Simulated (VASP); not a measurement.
# A VASP study of TePdS (PBE + D4): structure first, properties next, part 3 of 4

Aim: relax TePdS, then compute properties on the relaxed cell. The cell is invented: it takes the structure of a Materials Project entry for TePdSe (space group 156 there), with some of its atoms replaced by other elements, volume scaled by an estimate. It may not be a known or stable phase. The atoms of the start are displaced at random from the sites of a P3m1 cell.

VASP 6.6.1; PBE with D4; plane waves and PAW (Te, Pd, S); invented cell.

So far. Step 3 (Relaxing cell and atoms (PBE + D4)): It ends with a largest force of 0.010 eV/Å and a pressure of -0.01 GPa. Step 4 (Density, ELF and potential (PBE + D4)): In this run the pressure is 0.00 GPa, small enough to go on.

## Step 5: Band structure (PBE + D4)

Levels along the symmetry lines show where the bands peak and cross; KPOINTS_OPT computes them in the converged potential.

INCAR reads:

```
SYSTEM = TePdS
PREC = Accurate
ENCUT = 400
EDIFF = 1E-06
NELM = 100
ISMEAR = -1
SIGMA = 0.05
LREAL = .FALSE.
ALGO = Normal
GGA = PE
IVDW = 13
NBANDS = 24
LORBIT = 11
LWAVE = .FALSE.
LCHARG = .FALSE.
```

POSCAR reads:

```
TePdS
1.0
    3.2979050537     -1.9042063142      0.0000027632
    3.2979050537      1.9042063142      0.0000027632
   -0.0046297263      0.0000000000      4.7570384180
Te Pd S
1 1 1
Direct
    0.0009216943      0.0009216943      0.2912505260
    0.6669374605      0.6669374605      0.9823536472
    0.3330336892      0.3330336892      0.7344238269
```

KPOINTS reads:

```
Automatic mesh
0
Gamma
7 7 5
0 0 0
```

KPOINTS_OPT reads:

```
Line mode
16
Line-mode
Reciprocal
  0.00000000   0.00000000   0.00000000 GAMMA
  0.50000000   0.50000000  -1.00000000 Y

  0.50000000   0.50000000  -1.00000000 Y
  0.02038947   0.02038947  -1.49862597 F

  0.02038947   0.02038947  -1.49862597 F
  0.50000000   0.50000000  -0.50000000 L

  0.50000000   0.50000000  -0.50000000 L
  0.66676496   0.33323504  -0.50000000 I

  0.33323504  -0.33323504   0.50000000 I1
  0.00000000   0.00000000   0.50000000 Z

  0.00000000   0.00000000   0.50000000 Z
  0.97961053   0.97961053   0.49862597 F1

  0.50000000   0.50000000  -1.00000000 Y
  0.50664333   0.49335667  -1.00000000 X1

  0.49335667  -0.49335667   0.00000000 X
  0.00000000   0.00000000   0.00000000 GAMMA

  0.00000000   0.00000000   0.00000000 GAMMA
  0.50000000   0.00000000  -0.50000000 N

  0.50000000   0.00000000   0.00000000 M
  0.00000000   0.00000000   0.00000000 GAMMA
```

The projector-augmented-wave data sets are Te, Pd and S (PBE family, release 64).

Started as:

```console
> mpirun -np 1 vasp_std
```

Output:

```text
[... set-up lines as in an earlier step ...]
 entering main loop
       N       E                     dE             d eps       ncg     rms          rms(c)
DAV:   1     0.903352719861E+02    0.90335E+02   -0.81667E+03  3456   0.658E+02
DAV:   2    -0.971434387756E+01   -0.10005E+03   -0.95260E+02  4192   0.160E+02
DAV:   3    -0.136860903836E+02   -0.39717E+01   -0.39488E+01  4408   0.318E+01
DAV:   4    -0.137237946139E+02   -0.37704E-01   -0.37700E-01  4056   0.347E+00
DAV:   5    -0.137245397712E+02   -0.74516E-03   -0.74515E-03  4496   0.486E-01    0.132E+01
DAV:   6    -0.134030494471E+02    0.32149E+00   -0.28752E+00  4152   0.140E+01    0.951E+00
DAV:   7    -0.131946122299E+02    0.20844E+00   -0.86777E-01  3776   0.867E+00    0.509E+00
DAV:   8    -0.131667747025E+02    0.27838E-01   -0.11304E-01  4328   0.243E+00    0.150E+00
DAV:   9    -0.131668598253E+02   -0.85123E-04   -0.46748E-03  4344   0.344E-01    0.501E-01
DAV:  10    -0.131667530597E+02    0.10677E-03   -0.78471E-04  4040   0.153E-01    0.191E-01
DAV:  11    -0.131667737292E+02   -0.20670E-04   -0.21178E-04  4448   0.861E-02    0.461E-02
DAV:  12    -0.131667606594E+02    0.13070E-04   -0.21923E-05  4112   0.255E-02    0.172E-02
DAV:  13    -0.131667620083E+02   -0.13489E-05   -0.43893E-06  4232   0.110E-02    0.624E-03
DAV:  14    -0.131667618792E+02    0.12909E-06   -0.22198E-07  2544   0.225E-03
   1 F= -.14635381E+02 E0= -.14628946E+02  d E =-.128709E-01
 Start KPOINTS_OPT (optional k-point list driver)
k-point batch [1-72\160]
       N       E                     dE             ncg
DAV:   1     0.125562564409E+05   -0.23600E+05     3456
DAV:   2     0.533443395445E+04   -0.72218E+04     4264
DAV:   3     0.506633268858E+04   -0.26810E+03     4400
DAV:   4     0.506361851027E+04   -0.27142E+01     4216
DAV:   5     0.506355754751E+04   -0.60963E-01     4512
DAV:   6     0.506355563273E+04   -0.19148E-02     4632
DAV:   7     0.506355557142E+04   -0.61307E-04     4384
DAV:   8     0.506355556955E+04   -0.18684E-05     3256
DAV:   9     0.506355556923E+04   -0.32203E-06     3192
[...]
k-point batch [145-160\160]
       N       E                     dE             ncg
DAV:   1     0.298984412023E+05   -0.18097E+04      768
DAV:   2     0.282901568849E+05   -0.16083E+04      944
DAV:   3     0.282297455799E+05   -0.60411E+02      944
DAV:   4     0.282291476907E+05   -0.59789E+00      928
DAV:   5     0.282291342886E+05   -0.13402E-01      944
DAV:   6     0.282291338517E+05   -0.43687E-03     1048
DAV:   7     0.282291338384E+05   -0.13357E-04      904
DAV:   8     0.282291338380E+05   -0.41314E-06      704
```

It took 4 min on 1 MPI rank of AMD EPYC 7R43, shared host; peak memory 0.22 GiB.

Parts of OUTCAR (step 5):

```text
   k-points           NKPTS =     72   k-points in BZ     NKDIM =     72   number of bands    NBANDS=     24

   NELECT =      22.0000    total number of electrons

 E-fermi :   8.4009

 k-point     1 :       0.0000    0.0000    0.0000
  band No.  band energies     occupation
    ...
      6       4.9716      2.00000
      7       4.9737      2.00000
      8       6.1179      2.00000
      9       7.8132      1.99998
     10       7.8309      1.99998
     11       9.2326      0.00000
     12       9.2475      0.00000
     13       9.6997      0.00000
     14      11.7795      0.00000
     15      14.3766      0.00000
    ...

  DFT-D4 for vdW energy calculation

  Edisp (eV):   -1.46862

  Total      -0.01682     0.01167     0.00541     0.00000     0.00000    -0.01708
  in kB      -0.45109     0.31299     0.14512     0.00000     0.00000    -0.45800
  external pressure =        0.00 kB  Pullay stress =        0.00 kB

 POSITION                                       TOTAL-FORCE (eV/Angst)
 -----------------------------------------------------------------------------------
      0.00473      0.00000      1.38549        -0.004993      0.000000      0.002458
      4.39444      0.00000      4.67310         0.005587      0.000000      0.006789
      2.19323      0.00000      3.49368        -0.000594      0.000000     -0.009247
 -----------------------------------------------------------------------------------
    total drift:                                0.000011      0.000000     -0.000522

  FREE ENERGIE OF THE ION-ELECTRON SYSTEM (eV)
  ---------------------------------------------------
  free  energy   TOTEN  =       -14.6353810544 eV

  energy  without entropy=      -14.6225101622  energy(sigma->0) =      -14.62894561

[... 8 parts as in an earlier step ...]

[... 8 further parts left out ...]
```

Within 0.02 Å the cell has space group P3m1; at a tight tolerance a small distortion makes it Cm. Spin-orbit coupling is off here; with elements this heavy it splits and shifts levels by tenths of an eV or more. The path was typed for another setting of this lattice: F, F1, X, X1 and Y lie outside the first zone, so these labels don't mark the standard points and true extrema may be missed.

Numbers from this step:

```
bands    : 24
pressure : 2.34e-4 GPa
```

Electronic bands along the path, in eV, zero at the Fermi level; # counts the bands kept, so #1 is VASP's band 3:

| point | #6 | #7 | #8 | #9 | #10 | #11 | #12 | #13 |
| --- | --- | --- | --- | --- | --- | --- | --- | --- |
| Γ | -2.28 | -0.59 | -0.57 | 0.83 | 0.85 | 1.30 | 3.38 | 5.98 |
| 0.53 of the way | -2.89 | -1.27 | -1.14 | -0.65 | 0.51 | 0.65 | 4.80 | 6.03 |
| Y | -3.29 | -3.03 | -2.64 | -2.29 | 0.20 | 2.36 | 4.78 | 6.53 |
| 0.53 of the way | -2.60 | -2.21 | -1.86 | -1.83 | 1.92 | 1.96 | 5.65 | 6.15 |
| F | -2.42 | -1.54 | -1.44 | -0.94 | 2.14 | 2.16 | 5.56 | 6.43 |
| 0.47 of the way | -2.93 | -2.21 | -1.86 | -1.19 | 1.85 | 1.91 | 4.91 | 6.43 |
| L | -3.11 | -2.70 | -1.89 | -0.59 | 0.13 | 1.46 | 5.00 | 5.70 |
| 0.47 of the way | -3.16 | -3.06 | -2.28 | -1.95 | 1.41 | 2.10 | 5.53 | 6.54 |
| I | -3.71 | -3.13 | -2.57 | -2.38 | 1.94 | 2.79 | 6.59 | 7.38 |
| jump to I1 | -3.71 | -3.13 | -2.57 | -2.38 | 1.94 | 2.79 | 6.59 | 7.38 |
| 0.47 of the way | -2.85 | -1.91 | -1.43 | -1.34 | 0.43 | 1.66 | 5.45 | 6.56 |
| Z | -2.44 | -1.46 | -1.44 | -1.03 | 2.17 | 2.18 | 5.54 | 6.44 |
| 0.47 of the way | -3.14 | -2.70 | -1.83 | -0.58 | 0.14 | 1.42 | 5.00 | 5.68 |
| F1 | -2.42 | -1.54 | -1.44 | -0.94 | 2.14 | 2.16 | 5.56 | 6.43 |
| jump to Y | -3.29 | -3.03 | -2.64 | -2.29 | 0.20 | 2.36 | 4.78 | 6.53 |
| 0.53 of the way | -3.29 | -3.03 | -2.64 | -2.29 | 0.20 | 2.35 | 4.78 | 6.53 |
| X1 | -3.30 | -3.03 | -2.64 | -2.27 | 0.19 | 2.35 | 4.78 | 6.52 |
| jump to X | -3.30 | -3.03 | -2.64 | -2.27 | 0.19 | 2.35 | 4.78 | 6.52 |
| 0.47 of the way | -3.08 | -2.39 | -2.19 | -0.66 | 0.02 | 0.48 | 4.74 | 6.68 |
| Γ | -2.28 | -0.59 | -0.57 | 0.83 | 0.85 | 1.30 | 3.38 | 5.98 |
| 0.53 of the way | -2.92 | -1.26 | -1.16 | -0.18 | 0.29 | 0.51 | 4.62 | 5.86 |
| N | -3.11 | -2.71 | -1.89 | -0.61 | 0.12 | 1.45 | 5.02 | 5.71 |
| jump to M | -3.30 | -3.03 | -2.64 | -2.29 | 0.21 | 2.35 | 4.78 | 6.52 |
| 0.47 of the way | -3.03 | -2.21 | -1.95 | -1.16 | 1.56 | 1.88 | 4.87 | 6.61 |
| Γ | -2.28 | -0.59 | -0.57 | 0.83 | 0.85 | 1.30 | 3.38 | 5.98 |

Of the projections kept (Te, Pd, S), the largest for each band there; the rest of the weight can lie on other orbitals:

| point | #6 | #7 | #8 | #9 | #10 | #11 | #12 | #13 |
| --- | --- | --- | --- | --- | --- | --- | --- | --- |
| Γ | Pd 0.87 | S 0.58 | S 0.59 | Te 0.62 | Te 0.62 | Te 0.48 | Pd 0.42 | Pd 0.45 |
| Y | Pd 0.68 | Pd 0.96 | Pd 0.68 | Pd 0.74 | Pd 0.61 | Te 0.37 | Pd 0.65 | Pd 0.52 |
| F | Te 0.54 | S 0.48 | S 0.51 | Pd 0.40 | Te 0.44 | Te 0.45 | Pd 0.60 | Pd 0.70 |
| L | Pd 0.99 | Pd 0.93 | S 0.45 | S 0.46 | Pd 0.51 | Pd 0.47 | Te 0.50 | Pd 0.47 |
| I | Pd 0.82 | Pd 0.99 | Pd 0.89 | Pd 0.89 | S 0.42 | Te 0.37 | S 0.52 | Te 0.41 |
| I1 | Pd 0.82 | Pd 0.99 | Pd 0.89 | Pd 0.89 | S 0.42 | Te 0.37 | S 0.52 | Te 0.41 |

There is no gap at this level.

## Step 6: Density of states (PBE + D4)

A density of states needs more k-points than a total energy; ISMEAR = -5 takes tetrahedra, and LORBIT projects the states on the PAW spheres. The mesh is finer than in the run before.

Changes to INCAR since step 5:

```diff
@@ -5,3 +5,3 @@
 NELM = 100
-ISMEAR = -1
+ISMEAR = -5
 SIGMA = 0.05
@@ -15 +15,2 @@
 LCHARG = .FALSE.
+NEDOS = 2001
```

POSCAR is that of step 5.

KPOINTS reads:

```
Automatic mesh
0
Gamma
10 10 7
0 0 0
```

Started as:

```console
> mpirun -np 1 vasp_std
```

Output:

```text
[... set-up lines as in an earlier step ...]
 entering main loop
       N       E                     dE             d eps       ncg     rms          rms(c)
DAV:   1     0.906200230878E+02    0.90620E+02   -0.82471E+03  9408   0.660E+02
DAV:   2    -0.974940923591E+01   -0.10037E+03   -0.95874E+02 11512   0.161E+02
DAV:   3    -0.136813857576E+02   -0.39320E+01   -0.39134E+01 11888   0.316E+01
DAV:   4    -0.137187626929E+02   -0.37377E-01   -0.37405E-01 11192   0.346E+00
DAV:   5    -0.137195022328E+02   -0.73954E-03   -0.74014E-03 12160   0.483E-01    0.132E+01
DAV:   6    -0.134165499471E+02    0.30295E+00   -0.30304E+00 11464   0.143E+01    0.954E+00
DAV:   7    -0.131904643453E+02    0.22609E+00   -0.91231E-01 10472   0.876E+00    0.506E+00
DAV:   8    -0.131654921307E+02    0.24972E-01   -0.11038E-01 11960   0.236E+00    0.156E+00
DAV:   9    -0.131657662074E+02   -0.27408E-03   -0.47853E-03 11968   0.352E-01    0.515E-01
DAV:  10    -0.131658679486E+02   -0.10174E-03   -0.84553E-04 11000   0.160E-01    0.205E-01
DAV:  11    -0.131658263252E+02    0.41623E-04   -0.22476E-04 12192   0.896E-02    0.486E-02
DAV:  12    -0.131657946614E+02    0.31664E-04   -0.23772E-05 11168   0.264E-02    0.205E-02
DAV:  13    -0.131657982312E+02   -0.35698E-05   -0.50096E-06 11616   0.122E-02    0.765E-03
DAV:  14    -0.131657990292E+02   -0.79797E-06   -0.27853E-07  7272   0.261E-03
   1 F= -.14634418E+02 E0= -.14634418E+02  d E =0.000000E+00
 -----------------------------------------------------------------------------
|                                                                             |
|           W    W    AA    RRRRR   N    N  II  N    N   GGGG   !!!           |
|           W    W   A  A   R    R  NN   N  II  NN   N  G    G  !!!           |
|           W    W  A    A  R    R  N N  N  II  N N  N  G       !!!           |
|           W WW W  AAAAAA  RRRRR   N  N N  II  N  N N  G  GGG   !            |
|           WW  WW  A    A  R   R   N   NN  II  N   NN  G    G                |
|           W    W  A    A  R    R  N    N  II  N    N   GGGG   !!!           |
|                                                                             |
|     Tetrahedron method does not include variations of the Fermi             |
|     occupations, so forces and stress will be inaccurate. We suggest        |
|     using a different smearing scheme ISMEAR = 1 or 2 for metals in         |
|     relaxations.                                                            |
|                                                                             |
 -----------------------------------------------------------------------------
```

Elapsed: 3.9 min, on 1 MPI rank; peak memory 0.28 GiB.

OUTCAR, selected parts (step 6):

```text
   k-points           NKPTS =    196   k-points in BZ     NKDIM =    196   number of bands    NBANDS=     24

   NELECT =      22.0000    total number of electrons

 E-fermi :   8.4250

 k-point     1 :       0.0000    0.0000    0.0000
  band No.  band energies     occupation
    ...
      6       4.9578      2.00000
      7       4.9596      2.00000
      8       6.1072      2.00000
      9       7.8196      2.00000
     10       7.8378      2.00000
     11       9.2287     -0.09669
     12       9.2433      0.00000
     13       9.7111      0.00000
     14      11.7818      0.00000
     15      14.3734      0.00000
    ...

  DFT-D4 for vdW energy calculation

  Edisp (eV):   -1.46862

  Total       0.04234     0.06934    -0.20073     0.00000     0.00000    -0.01307
  in kB       1.13531     1.85952    -5.38288     0.00000     0.00000    -0.35045
  external pressure =       -0.80 kB  Pullay stress =        0.00 kB

 POSITION                                       TOTAL-FORCE (eV/Angst)
 -----------------------------------------------------------------------------------
      0.00473      0.00000      1.38549        -0.000643      0.000000     -0.026491
      4.39444      0.00000      4.67310         0.004083      0.000000      0.022793
      2.19323      0.00000      3.49368        -0.003439      0.000000      0.003699
 -----------------------------------------------------------------------------------
    total drift:                                0.000011      0.000000     -0.000530

  FREE ENERGIE OF THE ION-ELECTRON SYSTEM (eV)
  ---------------------------------------------------
  free  energy   TOTEN  =       -14.6344182044 eV

  energy  without entropy=      -14.6344182044  energy(sigma->0) =      -14.63441820

[... 6 parts as in an earlier step ...]

[... 10 further parts left out ...]
```

With tetrahedra the forces and stress of a metal are not exact derivatives of the energy.

Numbers from this step:

| Item | Value |
| --- | --- |
| irreducible k-points | 196 |
| free energy (TOTEN) | -14.63 eV |
| Fermi energy | 8.425 eV |
| pressure | -0.07960 GPa |
| DOS at the Fermi level | 1.071 states/eV/cell |

[end of part 3 of 4]

[Lines on the potential files, build, host, timing and source positions are cut from VASP's logs without a mark.]

[Logs are printed without paths, hosts, clocks, repeated set-up lines and the standing remarks that a program may print on its own settings, such as how far it seeks lower states.]

[Hosts, paths, dates, database ids (printed as entryN), source tags and the programs' standing remarks are cut or masked in the printed files.]

[A measured line is paired with the nearest computed mode of its activity, which favours agreement.]
